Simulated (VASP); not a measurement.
Calculation: PW91 GGA, VASP's PBE PAW potentials (set 64) (plane waves; VASP).

The input files of a VASP run:

### KPOINTS
```
kpoints
0
gamma
 16 16 7
```

### POSCAR
```
Cd
3.0012460
  0.4999998975  -0.8660253271   0.0000000000
  0.4999998975   0.8660253271   0.0000000000
  0.0000000000   0.0000000000   1.9816327624
Cd
2
Cartesian
  0.4999998975   0.2886756864   0.4954081906
  0.4999998975  -0.2886756864   1.4862245718
```

INCAR:
```
! general
SYSTEM  = Cd
PREC    = Accurate
ENCUT   = 520
LREAL   = .FALSE.
LASPH   = .TRUE.

! electronic loop
EDIFF   = 1E-7
NELM    = 100
ALGO    = Normal
LMAXMIX = 4

! smearing
ISMEAR  = -5

! functional
GGA     = 91

! ions
ISIF    = 2

! output
LWAVE   = .FALSE.
LCHARG  = .TRUE.
LORBIT  = 11
NEDOS   = 601
```

POTCAR, in this order: Cd (PBE.64 set). Program: vasp_std.

Task: What does the run give for the energy per atom (σ→0), band gap (on the k-mesh)?

Result: 
```yaml
energy per atom (σ→0): -74.0 kJ/mol-atom
band gap (on the k-mesh): none (metal, semimetal or under 0.01 eV)
```

File OSZICAR:
```
...
DAV:   7    -0.153402895961E+01    0.59028E-02   -0.27427E-02  4304   0.164E+00    0.168E+00
DAV:   8    -0.153407492257E+01   -0.45963E-04   -0.33756E-03  4176   0.777E-01    0.856E-02
DAV:   9    -0.153410613520E+01   -0.31213E-04   -0.51306E-05  4888   0.835E-02    0.383E-02
DAV:  10    -0.153413935102E+01   -0.33216E-04   -0.32755E-05  4256   0.633E-02    0.354E-03
DAV:  11    -0.153413985634E+01   -0.50532E-06   -0.44942E-08  3840   0.217E-03    0.168E-03
DAV:  12    -0.153414067249E+01   -0.81615E-06   -0.28557E-08  2552   0.142E-03    0.278E-04
DAV:  13    -0.153414063913E+01    0.33361E-07   -0.11032E-09  2336   0.414E-04
   1 F= -.15341406E+01 E0= -.15341406E+01  d E =0.000000E+00
```

The compound is Cd in the hcp structure. It was relaxed first, which changed the volume by +7 %.
